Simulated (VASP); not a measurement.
Input of a VASP 6.6.1 run:

INCAR

```
ALGO = Fast
EDIFF = 1E-6
ENCUT = 520
GGA = PE
ISIF = 2
ISMEAR = -1
LASPH = T
LCHARG = F
LREAL = F
LWAVE = F
NBANDS = 49
NELM = 80
PREC = Accurate
SIGMA = 0.05
```

File KPOINTS:

```
k-points
0
Gamma
  3 3 3
```

The input POSCAR:

```
CsZn4F3
1.0
    4.9061400000     -0.7422880000     -0.5927100000
    0.0900550000      5.8536100000     -0.0165780000
    0.7515520000      0.9020120000      5.8913360000
Cs Zn F
1 4 3
Direct
    0.2972566655      0.5225573154      0.9571384069
    0.2709472373      0.0229958030      0.3581509120
    0.8797978585      0.9484299294      0.0552226286
    0.6440577085      0.7106612933      0.4339701194
    0.8114581114      0.1537975000      0.4587821832
    0.1023938286      0.0913336210      0.7361080704
    0.7762859120      0.2818471912      0.8390089931
    0.4845966693     -0.0055483927      0.7082271849
```

Potentials or basis: VASP PAW PBE potentials, release 64 (Cs_sv, Zn, F).

The run is started by

```bash
$ cat potpaw_PBE.64/Cs_sv/POTCAR potpaw_PBE.64/Zn/POTCAR potpaw_PBE.64/F/POTCAR > POTCAR
$ mpirun -np 1 vasp_std > vasp.out
```

Problem. Predict the pressure.

Solution. 0.1 GPa.

Problem. Estimate the band gap on the k mesh.

Solution. None (metal or under the smearing width).

Forces on the atoms (eV/Å):
```
Cs  -0.174 -0.377 -0.491
Zn   0.418 -0.026  0.771
Zn  -0.038  1.513 -1.102
Zn   0.058 -0.397 -0.295
Zn  -0.087  0.746  1.651
F   -1.664 -0.611 -0.148
F   -0.126  1.502  1.205
F    1.613 -2.350 -1.590
```

Caveat: the k mesh is coarse (spacing up to 0.42 Å⁻¹), so the values aren't converged. The run has no spin-orbit coupling, so splittings on Cs are missing.
